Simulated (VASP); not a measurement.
Input:

```
CELL_PARAMETERS angstrom
      7.14656     0.00000     0.00000
      0.00000     7.14656     0.00000
      0.00000     0.00000     7.14656
ATOMIC_POSITIONS crystal
  C  0.49851 0.99960 0.00016
  C  0.62073 0.12743 0.12799
  C  0.74713 0.25263 0.00379
  C  0.87234 0.37903 0.12799
  C  0.74712 0.00321 0.25321
  C  0.87235 0.12741 0.37958
  C  0.99834 0.00141 0.00198
  C  0.12115 0.12653 0.12707
  C  0.24524 0.24965 0.99905
  C  0.36803 0.37391 0.12126
  C  0.49922 0.50051 0.00003
  C  0.62585 0.63172 0.12126
  C  0.75009 0.75450 0.99904
  C  0.87323 0.87860 0.12709
  C  0.24524 0.99849 0.25024
  C  0.36804 0.12070 0.37448
  C  0.47967 0.23801 0.23859
  C  0.76173 0.52009 0.23859
  C  0.87906 0.63172 0.37449
  C  0.49923 0.99946 0.50110
  C  0.62585 0.12068 0.63230
  C  0.76174 0.23798 0.52064
  C  0.87906 0.37391 0.63228
  C  0.75010 0.99848 0.75508
  C  0.87324 0.12651 0.87917
  C  0.00016 0.50125 0.00016
  C  0.12176 0.62686 0.12256
  C  0.24979 0.74995 0.99842
  C  0.37290 0.87799 0.12256
  C  0.99655 0.25264 0.25320
  C  0.12262 0.37602 0.37655
  C  0.24387 0.50260 0.24534
  C  0.36125 0.63850 0.35689
  C  0.49716 0.75589 0.24535
  C  0.62375 0.87716 0.37656
  C  0.00014 0.99961 0.50180
  C  0.12176 0.12201 0.62741
  C  0.24387 0.24479 0.50316
  C  0.36125 0.35632 0.63907
  C  0.64345 0.63852 0.63908
  C  0.75497 0.75590 0.50318
  C  0.87775 0.87801 0.62742
  C  0.24981 0.99787 0.75051
  C  0.37291 0.12201 0.87855
  C  0.49717 0.24478 0.75644
  C  0.62377 0.37600 0.87771
  C  0.75497 0.50259 0.75644
  C  0.87775 0.62685 0.87855
  C  0.00127 0.75451 0.25024
  C  0.12284 0.87692 0.37591
  C  0.00029 0.50053 0.50109
  C  0.12647 0.62381 0.62438
  C  0.25065 0.74910 0.49799
  C  0.37594 0.87329 0.62438
  C  0.00126 0.24965 0.75508
  C  0.12284 0.37532 0.87749
  C  0.25067 0.49741 0.74967
  C  0.37593 0.62381 0.87388
  C  0.50232 0.74910 0.74968
  C  0.62444 0.87691 0.87748
  C  0.00191 0.74996 0.75051
  C  0.12472 0.87505 0.87561
  Sn 0.56148 0.43825 0.43883
```

All values below come from PBE GGA, VASP's PBE PAW potentials (set 64) (plane waves; VASP). Run with PREC = Normal, LREAL = Auto, ISYM = 0, 400 eV cut-off, 1×1×1 Γ-centred mesh, Gaussian smearing of 0.050 eV, potentials C Sn. Starting moments (MAGMOM): 63*0.0317. The cell's moment is fixed (NUPDOWN = 2).

At this cut-off the stress carries a Pulay error, which pulls relaxed volumes low.  The supercell is sampled at Γ alone, which is coarse: total energies, pressure and levels can be off, energies of defects by several tenths of an eV.

### Question
Estimate the cell moment, energy per atom (σ→0), pressure.

### Answer

```yaml
cell_moment: 2.00 μB
energy per atom (σ→0): -8.771 eV/atom
pressure: 10.82 GPa
```

### Question
Give the moment on each site (PAW-sphere projection).

### Answer

```json
[
 {"site": "C1", "moment (μB)": "0.02"},
 {"site": "C2", "moment (μB)": "0.00"},
 {"site": "C3", "moment (μB)": "0.01"},
 {"site": "C4", "moment (μB)": "0.00"},
 {"site": "C5", "moment (μB)": "0.01"},
 {"site": "C6", "moment (μB)": "0.00"},
 {"site": "C7", "moment (μB)": "0.01"},
 {"site": "C8", "moment (μB)": "0.00"},
 {"site": "C9", "moment (μB)": "0.02"},
 {"site": "C10", "moment (μB)": "0.01"},
 {"site": "C11", "moment (μB)": "0.00"},
 {"site": "C12", "moment (μB)": "0.01"},
 {"site": "C13", "moment (μB)": "0.02"},
 {"site": "C14", "moment (μB)": "0.00"},
 {"site": "C15", "moment (μB)": "0.02"},
 {"site": "C16", "moment (μB)": "0.01"},
 {"site": "C17", "moment (μB)": "0.15"},
 {"site": "C18", "moment (μB)": "0.15"},
 {"site": "C19", "moment (μB)": "0.01"},
 {"site": "C20", "moment (μB)": "0.00"},
 {"site": "C21", "moment (μB)": "0.01"},
 {"site": "C22", "moment (μB)": "0.15"},
 {"site": "C23", "moment (μB)": "0.01"},
 {"site": "C24", "moment (μB)": "0.02"},
 {"site": "C25", "moment (μB)": "0.00"},
 {"site": "C26", "moment (μB)": "0.02"},
 {"site": "C27", "moment (μB)": "0.02"},
 {"site": "C28", "moment (μB)": "0.00"},
 {"site": "C29", "moment (μB)": "0.02"},
 {"site": "C30", "moment (μB)": "0.01"},
 {"site": "C31", "moment (μB)": "0.00"},
 {"site": "C32", "moment (μB)": "0.01"},
 {"site": "C33", "moment (μB)": "0.15"},
 {"site": "C34", "moment (μB)": "0.01"},
 {"site": "C35", "moment (μB)": "0.00"},
 {"site": "C36", "moment (μB)": "0.02"},
 {"site": "C37", "moment (μB)": "0.02"},
 {"site": "C38", "moment (μB)": "0.01"},
 {"site": "C39", "moment (μB)": "0.15"},
 {"site": "C40", "moment (μB)": "0.15"},
 {"site": "C41", "moment (μB)": "0.01"},
 {"site": "C42", "moment (μB)": "0.02"},
 {"site": "C43", "moment (μB)": "0.00"},
 {"site": "C44", "moment (μB)": "0.02"},
 {"site": "C45", "moment (μB)": "0.01"},
 {"site": "C46", "moment (μB)": "0.00"},
 {"site": "C47", "moment (μB)": "0.01"},
 {"site": "C48", "moment (μB)": "0.02"},
 {"site": "C49", "moment (μB)": "0.02"},
 {"site": "C50", "moment (μB)": "0.02"},
 {"site": "C51", "moment (μB)": "0.00"},
 {"site": "C52", "moment (μB)": "0.01"},
 {"site": "C53", "moment (μB)": "0.00"},
 {"site": "C54", "moment (μB)": "0.01"},
 {"site": "C55", "moment (μB)": "0.02"},
 {"site": "C56", "moment (μB)": "0.02"},
 {"site": "C57", "moment (μB)": "0.00"},
 {"site": "C58", "moment (μB)": "0.01"},
 {"site": "C59", "moment (μB)": "0.00"},
 {"site": "C60", "moment (μB)": "0.02"},
 {"site": "C61", "moment (μB)": "0.00"},
 {"site": "C62", "moment (μB)": "0.01"},
 {"site": "Sn63", "moment (μB)": "0.22"}
]
```

Only differences to runs with the same potentials and settings are physical.

The cell is a supercell with a defect, built from C (diamond): Sn_C-vac_C.
